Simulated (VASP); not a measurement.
# KPt (P-6m2) in VASP: notebook

One crystal, KPt, is run at these levels: PBE; tasks: single point.

Everything below comes from runs of VASP 6.6.1. Logs are shortened: lines on timing, memory, paths and dates and some standing lists are left out, and cuts for length are marked.

## Step 1: The structure

Symmetry: P-6m2, No. 187, hexagonal system. The conventional cell has a = 3.001 Å, b = 3.001 Å, c = 5.346 Å, α = 90.00°, β = 90.00°, γ = 120.00°. K (site symmetry -6m2) is surrounded by 6 K at 3.00 Å and 6 Pt at 3.19 Å. Around Pt (site symmetry -6m2) lie 6 Pt at 3.00 Å and 6 K at 3.19 Å.

The cell comes from a database or a generator and needn't be the stable form of this composition.

## Step 2: Single point, PBE

The input, INCAR:

```
SYSTEM = KPt
PREC = Accurate
ENCUT = 520
EDIFF = 1E-6
ISMEAR = 0
SIGMA = 0.15
LREAL = .FALSE.
LASPH = .TRUE.
NELM = 100
ALGO = Fast
ISIF = 2
LWAVE = .FALSE.
LCHARG = .FALSE.
GGA = PE
NBANDS = 16
```

The input, KPOINTS:

```
Automatic mesh
0
G
  18 18 10
  0 0 0
```

The input, POSCAR:

```
KPt
1.0
    3.0008472788      0.0000000000      0.0000000000
   -1.5004236394      2.5988099763      0.0000000000
    0.0000000000      0.0000000000      5.3455780000
K Pt
1 1
Direct
    0.3333333333      0.6666666667      0.5000000000
    0.0000000000      0.0000000000      0.0000000000
```

Potentials or basis: VASP PAW PBE potentials, release 64 (K_sv, Pt).

Command:

```console
$ cat potpaw_PBE.64/K_sv/POTCAR potpaw_PBE.64/Pt/POTCAR > POTCAR
$ mpirun -np 1 vasp_std > vasp.out
```

OUTCAR:

```text
SYSTEM = KPt
   PREC = Accurate
   ENCUT = 520
   EDIFF = 1E-6
   ISMEAR = 0
   LREAL = .FALSE.
   LASPH = .TRUE.
   NELM = 100
   ISIF = 2
   GGA = PE

 ion  position               nearest neighbor table
   1  0.333  0.667  0.500-   2 3.19   2 3.19   2 3.19   2 3.19   2 3.19   2 3.19
   2  0.000  0.000  0.000-   1 3.19   1 3.19   1 3.19   1 3.19   1 3.19   1 3.19

  LATTYP: Found a hexagonal cell.
 ALAT       =     3.0008472788
 C/A-ratio  =     1.7813562315

  Lattice vectors:

 A1 = (   3.0008472788,   0.0000000000,   0.0000000000)
 A2 = (  -1.5004236394,   2.5988099763,   0.0000000000)
 A3 = (   0.0000000000,   0.0000000000,   5.3455780000)

Analysis of symmetry for initial positions (statically):
=====================================================================
 Subroutine PRICEL returns:
 Original cell was already a primitive cell.

 Routine SETGRP: Setting up the symmetry group for a
 hexagonal supercell.

 Subroutine GETGRP returns: Found 12 space group operations
 (whereof 12 operations were pure point group operations)
 out of a pool of 24 trial point group operations.

The static configuration has the point symmetry D_3h.

Analysis of symmetry for dynamics (positions and initial velocities):
=====================================================================
 Subroutine PRICEL returns:
 Original cell was already a primitive cell.

 Routine SETGRP: Setting up the symmetry group for a
 hexagonal supercell.

 Subroutine GETGRP returns: Found 12 space group operations
 (whereof 12 operations were pure point group operations)
 out of a pool of 24 trial point group operations.

The dynamic configuration has the point symmetry D_3h.

 Subroutine INISYM returns: Found 12 space group operations
 (whereof 12 operations are pure point group operations),
 and found     1 'primitive' translations

----------------------------------------------------------------------------------------

                                     Primitive cell

  volume of cell :      41.6882

  direct lattice vectors                    reciprocal lattice vectors
     3.000847279  0.000000000  0.000000000     0.333239218  0.192395752  0.000000000
    -1.500423639  2.598809976  0.000000000     0.000000000  0.384791504  0.000000000
     0.000000000  0.000000000  5.345578000     0.000000000  0.000000000  0.187070509

  length of vectors
     3.000847279  3.000847279  5.345578000     0.384791504  0.384791504  0.187070509

  position of ions in fractional coordinates (direct lattice)
     0.333333333  0.666666667  0.500000000
     0.000000000  0.000000000  0.000000000

  ion indices of the primitive-cell ions
   primitive index   ion index
                 1           1
                 2           2

----------------------------------------------------------------------------------------

 KPOINTS: Automatic mesh

Automatic generation of k-mesh.
 Grid dimensions read from file:
 generate k-points for:   18   18   10

 Generating k-lattice:

  Cartesian coordinates                     Fractional coordinates (reciprocal lattice)
     0.018513290  0.010688653  0.000000000     0.055555556  0.000000000  0.000000000
     0.000000000  0.021377306  0.000000000     0.000000000  0.055555556  0.000000000
     0.000000000  0.000000000  0.018707051     0.000000000  0.000000000  0.100000000

  Length of vectors
     0.021377306  0.021377306  0.018707051

  Shift w.r.t. Gamma in fractional coordinates (k-lattice)
     0.000000000  0.000000000  0.000000000

 Subroutine IBZKPT returns following result:
 ===========================================

 Found    222 irreducible k-points:

 Following reciprocal coordinates:
            Coordinates               Weight
  0.000000  0.000000  0.000000      1.000000
  0.055556 -0.000000  0.000000      6.000000
  0.111111 -0.000000  0.000000      6.000000
  0.166667 -0.000000  0.000000      6.000000
  0.222222 -0.000000  0.000000      6.000000
  0.277778  0.000000  0.000000      6.000000
[... 16 lines left out ...]
  0.333333  0.111111  0.000000     12.000000
  0.388889  0.111111  0.000000     12.000000
 [... further k-points ...]
   k-points           NKPTS =    222   k-points in BZ     NKDIM =    222   number of bands    NBANDS=     16
   number of dos      NEDOS =    301   number of ions     NIONS =      2
   total plane-waves  NPLWV =  23040
   dimension x,y,z NGX =    24 NGY =   24 NGZ =   40
   dimension x,y,z NGXF=    48 NGYF=   48 NGZF=   80
   ions per type =               1   1
   NGX,Y,Z   is equivalent  to a cutoff of  13.30, 13.30, 12.44 a.u.
   NGXF,Y,Z  is equivalent  to a cutoff of  26.59, 26.59, 24.88 a.u.
 SYSTEM =  KPt
   PREC   = accura    normal or accurate (medium, high low for compatibility)
   ISTART =      0    job   : 0-new  1-cont  2-samecut
   ICHARG =      2    charge: 1-file 2-atom 10-const
   ISPIN  =      1    spin polarized calculation?
   LNONCOLLINEAR =      F non collinear calculations
   LSORBIT =      F    spin-orbit coupling
   LASPH  =      T    aspherical Exc in radial PAW
   ENCUT  =  520.0 eV  38.22 Ry    6.18 a.u.   5.58  5.58  9.94*2*pi/ulx,y,z
   NELM   =    100;   NELMIN=  2; NELMDL= -5     # of ELM steps
   EDIFF  = 0.1E-05   stopping-criterion for ELM
[... 8 lines left out ...]
   TEBEG  =    0.0;   TEEND  =   0.0 temperature during run
   PSTRESS=    0.0 pullay stress
   NELECT =      19.0000    total number of electrons
   NUPDOWN=      -1.0000    fix difference up-down
   EMIN   =  10.00;   EMAX   =-10.00  energy-range for DOS
   EFERMI =   0.00;   METHOD = LEGACY
   ISMEAR =     0;   SIGMA  =   0.15  broadening in eV -4-tet -1-fermi 0-gaus
   EFERMI_NEDOS =   21; number of points for ismear=-14 and -15
   IALGO  =     68    algorithm
   IMIX   =      4    mixing-type and parameters
     AMIX     =   0.40;   BMIX     =  1.00
     AMIX_MAG =   1.60;   BMIX_MAG =  1.00
  volume/ion in A,a.u.               =      20.84       140.66
  Fermi-wavevector in a.u.,A,eV,Ry     =   1.259858  2.380787 21.595748  1.587243
  Thomas-Fermi vector in A             =   2.393397
   LORBIT       =      0    0 simple, 1 ext, 2 COOP (PROOUT), +10 PAW based schemes
   GGA     = PE    functional components
   LHFCALC =     F    Hartree Fock is set to
   AEXX    =    0.0000 exact exchange contribution
   IVDW    =     0    specifies the selected vdW correction
   LEPSILON=     F    determine dielectric tensor
   LRPA    =     F    only Hartree local field effects (RPA)
 non-spin polarized calculation
 RMM-DIIS sequential band-by-band and
 Gauss-broadening in eV      SIGMA  =   0.15
  energy-cutoff  :      520.00
  volume of cell :       41.69
 maximum number of plane-waves:      1148
 NGX is ok and might be reduce to    24
   NGX = 11   NGY = 11   NGZ = 19

 number of electron      19.0000002 magnetization

 Free energy of the ion-electron system (eV)
  ---------------------------------------------------
  ext. energy  EPLUGINS =         0.00000000
  ---------------------------------------------------
  free energy    TOTEN  =        -6.59649842 eV

  energy without entropy =       -6.58666256  energy(sigma->0) =       -6.59158049

 E-fermi :   5.4668     XC(G=0): -10.6138

 val. band max:        5.4633274420   @ k =   0.2222   0.1667   0.3000
 cond. band min:       5.4757680566   @ k =   0.2222   0.1667   0.4000
 fundamental gap:      0.0124406146
 Fermi energy:         5.4668121479

 k-point     1 :       0.0000    0.0000    0.0000
  band No.  band energies     occupation
      1     -26.8605      2.00000
      2     -10.1165      2.00000
      3      -9.2303      2.00000
      4      -9.2303      2.00000
      5      -0.9078      2.00000
      6       2.1878      2.00000
[... 8 lines left out ...]
     15      14.5578      0.00000
     16      14.5594      0.00000

 k-point     2 :       0.0556   -0.0000    0.0000
  band No.  band energies     occupation
      1     -26.8469      2.00000
      2     -10.1028      2.00000
      3      -9.3075      2.00000
      4      -9.2455      2.00000
      5      -0.8104      2.00000
      6       2.2318      2.00000
[... 8 lines left out ...]
     15      14.5120      0.00000
     16      14.5523      0.00000

 k-point     3 :       0.1111   -0.0000    0.0000
  band No.  band energies     occupation
      1     -26.8075      2.00000
      2     -10.0633      2.00000
      3      -9.5246      2.00000
      4      -9.2889      2.00000
      5      -0.5258      2.00000
      6       2.3508      2.00000
[... 8 lines left out ...]
     15      14.3573      0.00000
     16      14.4400      0.00000

 k-point     4 :       0.1667   -0.0000    0.0000
  band No.  band energies     occupation
      1     -26.7463      2.00000
      2     -10.0018      2.00000
      3      -9.8443      2.00000
      4      -9.3545      2.00000
      5      -0.0800      2.00000
      6       2.5004      2.00000
[... 8 lines left out ...]
     15      14.2796      0.00000
     16      14.3870      0.00000
[... 324 lines left out ...]
 k-point    22 :       0.2778    0.1111    0.0000
  band No.  band energies     occupation
      1     -26.4851      2.00000
      2     -10.9269      2.00000
      3      -9.7421      2.00000
      4      -9.7398      2.00000
      5       1.5049      2.00000
      6       2.6752      2.00000
[... 8 lines left out ...]
     15      13.5893      0.00000
     16      15.5024      0.00000

 k-point    23 :       0.3333    0.1111    0.0000
  band No.  band energies     occupation
      1     -26.4223      2.00000
      2     -11.1621      2.00000
      3      -9.8249      2.00000
      4      -9.6767      2.00000
      5       1.4993      2.00000
      6       2.4805      2.00000
[... 8 lines left out ...]
     15      13.3319      0.00000
     16      15.2164      0.00000

 k-point    24 :       0.3889    0.1111    0.0000
  band No.  band energies     occupation
      1     -26.3807      2.00000
      2     -11.3132      2.00000
      3      -9.8782      2.00000
      4      -9.6350      2.00000
      5       1.4482      2.00000
      6       2.3588      2.00000
[... 8 lines left out ...]
     15      13.6945      0.00000
     16      15.0434      0.00000

 [... further k-points ...]

------------------------ aborting loop because EDIFF is reached ----------------------------------------

  FORCE on cell =-STRESS in cart. coord.  units (eV):
  Direction    XX          YY          ZZ          XY          YZ          ZX
  --------------------------------------------------------------------------------------
  -------------------------------------------------------------------------------------
  Total        0.0688462      0.0688462      0.1965508      0.0000000      0.0000000      0.0000000
  in kB        2.6459230      2.6459230      7.5539191      0.0000000      0.0000000      0.0000000
  external PRESSURE =       4.2819217 kB  Pullay stress =       0.0000000 kB

 VOLUME and BASIS-vectors are now :
 -----------------------------------------------------------------------------
  energy-cutoff  :      520.00
  volume of cell :       41.69
      direct lattice vectors                 reciprocal lattice vectors
     3.000847279  0.000000000  0.000000000     0.333239218  0.192395752  0.000000000
    -1.500423639  2.598809976  0.000000000     0.000000000  0.384791504  0.000000000
     0.000000000  0.000000000  5.345578000     0.000000000  0.000000000  0.187070509

 POSITION                                       TOTAL-FORCE (eV/Angst)
 -----------------------------------------------------------------------------------
     -0.00000      1.73254      2.67279         0.000000      0.000000      0.000000
      0.00000      0.00000      0.00000        -0.000000     -0.000000      0.000000
 -----------------------------------------------------------------------------------
    total drift:                                0.000000     -0.000000     -0.000000

  FREE ENERGIE OF THE ION-ELECTRON SYSTEM (eV)
  ---------------------------------------------------
  free  energy   TOTEN  =        -6.5964984164 eV

  energy  without entropy=       -6.5866625562  energy(sigma->0) =       -6.59158049
```

Wall time 2.1 min (1 thread of Intel Xeon Platinum 8259CL at 2.50GHz (Skylake/Cascade Lake), shared host); peak memory 0.28 GiB.

What came out:

| Property | Result |
| --- | --- |
| Free energy | -6.5965 eV |
| Pressure | 0.4 GPa |
| Band gap on the k mesh | none (metal or under the smearing width) |

The run has no spin-orbit coupling, so splittings on Pt are missing.

## Step 3: Single point, PBE

The input, INCAR:

```
SYSTEM = KPt
PREC     = Accurate       ! precision mode
ENCUT    = 520            ! plane-wave cutoff, eV
EDIFF    = 1E-7           ! SCF threshold, eV
ISMEAR   = 0              ! smearing method
SIGMA    = 0.15           ! smearing width, eV
LREAL    = .FALSE.        ! projectors in reciprocal space
LASPH    = .TRUE.         ! aspherical terms in the spheres
NELM     = 100            ! most SCF steps
ALGO     = Fast           ! electronic algorithm
ISIF     = 2              ! what is computed and relaxed
LWAVE    = .FALSE.        ! write WAVECAR
LCHARG   = .TRUE.         ! write CHGCAR
GGA      = PE             ! functional
LELF     = .TRUE.         ! ELF
LVHAR    = .TRUE.       
NBANDS   = 16             ! bands
```

The input, KPOINTS:

```
regular mesh
0
G
  21 21 10
  0 0 0
```

POSCAR is that of step 2.

Potentials or basis: VASP PAW PBE potentials, release 64 (K_sv, Pt).

Command:

```console
$ cat potpaw_PBE.64/K_sv/POTCAR potpaw_PBE.64/Pt/POTCAR > POTCAR
$ mpirun -np 1 vasp_std > vasp.out
```

OUTCAR:

```text
SYSTEM = KPt
   PREC = Accurate
   ENCUT = 520
   EDIFF = 1E-7
   ISMEAR = 0
   LREAL = .FALSE.
   LASPH = .TRUE.
   NELM = 100
   ISIF = 2
   GGA = PE

 ion  position               nearest neighbor table
   1  0.333  0.667  0.500-   2 3.19   2 3.19   2 3.19   2 3.19   2 3.19   2 3.19
   2  0.000  0.000  0.000-   1 3.19   1 3.19   1 3.19   1 3.19   1 3.19   1 3.19

  LATTYP: Found a hexagonal cell.
 ALAT       =     3.0008472788
 C/A-ratio  =     1.7813562315

  Lattice vectors:

 A1 = (   3.0008472788,   0.0000000000,   0.0000000000)
 A2 = (  -1.5004236394,   2.5988099763,   0.0000000000)
 A3 = (   0.0000000000,   0.0000000000,   5.3455780000)

Analysis of symmetry for initial positions (statically):
=====================================================================
 Subroutine PRICEL returns:
 Original cell was already a primitive cell.

 Routine SETGRP: Setting up the symmetry group for a
 hexagonal supercell.

 Subroutine GETGRP returns: Found 12 space group operations
 (whereof 12 operations were pure point group operations)
 out of a pool of 24 trial point group operations.

The static configuration has the point symmetry D_3h.
[... 163 lines left out ...]

 E-fermi :   5.4620     XC(G=0): -10.6142

 val. band max:        5.4241733431   @ k =   0.4286  -0.0000   0.0000
 cond. band min:       5.5033360625   @ k =   0.0952   0.0476   0.4000
 fundamental gap:      0.0791627193
 Fermi energy:         5.4620086395

 k-point     1 :       0.0000    0.0000    0.0000
  band No.  band energies     occupation
      1     -26.8594      2.00000
      2     -10.1156      2.00000
      3      -9.2293      2.00000
      4      -9.2293      2.00000
      5      -0.9091      2.00000
      6       2.1855      2.00000
[... 433 lines left out ...]
      3      -9.8790      2.00000
      4      -9.5347      2.00000
      5       0.8258      2.00000
      6       2.5916      2.00000
[... 8 lines left out ...]
     15      13.6407      0.00000
     16      14.7610      0.00000

 [... further k-points ...]

------------------------ aborting loop because EDIFF is reached ----------------------------------------

  FORCE on cell =-STRESS in cart. coord.  units (eV):
  Direction    XX          YY          ZZ          XY          YZ          ZX
  --------------------------------------------------------------------------------------
  -------------------------------------------------------------------------------------
  Total        0.0456094      0.0456094      0.1930311      0.0000000      0.0000000      0.0000000
  in kB        1.7528777      1.7528777      7.4186491      0.0000000      0.0000000      0.0000000
  external PRESSURE =       3.6414682 kB  Pullay stress =       0.0000000 kB

 VOLUME and BASIS-vectors are now :
 -----------------------------------------------------------------------------
  energy-cutoff  :      520.00
  volume of cell :       41.69
      direct lattice vectors                 reciprocal lattice vectors
     3.000847279  0.000000000  0.000000000     0.333239218  0.192395752  0.000000000
    -1.500423639  2.598809976  0.000000000     0.000000000  0.384791504  0.000000000
     0.000000000  0.000000000  5.345578000     0.000000000  0.000000000  0.187070509

 POSITION                                       TOTAL-FORCE (eV/Angst)
 -----------------------------------------------------------------------------------
     -0.00000      1.73254      2.67279         0.000000      0.000000      0.000000
      0.00000      0.00000      0.00000        -0.000000      0.000000      0.000000
 -----------------------------------------------------------------------------------
    total drift:                                0.000000     -0.000000     -0.000000

  FREE ENERGIE OF THE ION-ELECTRON SYSTEM (eV)
  ---------------------------------------------------
  free  energy   TOTEN  =        -6.5984221128 eV

  energy  without entropy=       -6.5914433186  energy(sigma->0) =       -6.59493272
```

It took 3.5 min on 1 thread of Intel Xeon Platinum 8259CL at 2.50GHz (Skylake/Cascade Lake), shared host; peak memory 0.32 GiB.

Results:

```
Free energy            : -6.5984 eV
Pressure               : 0.4 GPa
Band gap on the k mesh : none (metal or under the smearing width)
```

Stress tensor (GPa, compression positive):
```
0.18 0.00 0.00
0.00 0.18 0.00
0.00 0.00 0.74
```

Levels at points of the mesh, in eV from the Fermi level:
```
           k point  band 8  band 9  band 10  band 11  band 12  band 13
(0.00, 0.00, 0.00)   -2.29   -0.96    -0.96     1.68     1.98     5.69
(0.00, 0.00, 0.50)   -2.31   -1.35    -0.96    -0.96     2.93     5.83
```
